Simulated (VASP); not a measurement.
Li2Pd, 3 atoms in the cell. The structure is hexagonal, space group P6/mmm (No. 191). The conventional cell has a = 4.222 Å, b = 4.222 Å, c = 2.724 Å, α = 90.00°, β = 90.00°, γ = 120.00°. Li (site symmetry -6m2) is surrounded by 5 Li at 2.44 to 2.72 Å and 6 Pd at 2.79 Å. Pd (site symmetry 6/mmm) is surrounded by 2 Pd at 2.72 Å and 12 Li at 2.79 Å. 

```yaml
Program: VASP 6.6.1
Task: single point
Functional: r2SCAN
Potentials_or_basis: VASP PAW PBE potentials, release 64 (Li_sv, Pd)
Cutoff: 520 eV
k_mesh: 8 × 8 × 10
Occupations: methfessel-paxton, width 0.1 eV
Spin: no spin polarisation
Dipole_correction: no
Further_INCAR_settings: ALGO = Normal; EDIFF = 1e-06; NBANDS = 15
```

Potentials or basis: VASP PAW PBE potentials, release 64 (Li_sv, Pd).

Launch:

```console
$ cat potpaw_PBE.64/Li_sv/POTCAR potpaw_PBE.64/Pd/POTCAR > POTCAR
$ cp INCAR.step1 INCAR
$ mpirun -np 1 vasp_std > vasp.out
$ cp INCAR.step2 INCAR
$ mpirun -np 1 vasp_std > vasp.out
```

Hardware: 1 thread of Intel(R) Xeon(R) Platinum 8259CL CPU @ 2.50GHz (Skylake/Cascade Lake) (shared host).

Task: Estimate the wall time of this run.

Result: Run time: 120 s on 1 thread of Intel(R) Xeon(R) Platinum 8259CL CPU @ 2.50GHz (Skylake/Cascade Lake) (shared host), peak memory 0.18 GiB. Counts: scf iterations 12, k points 60.
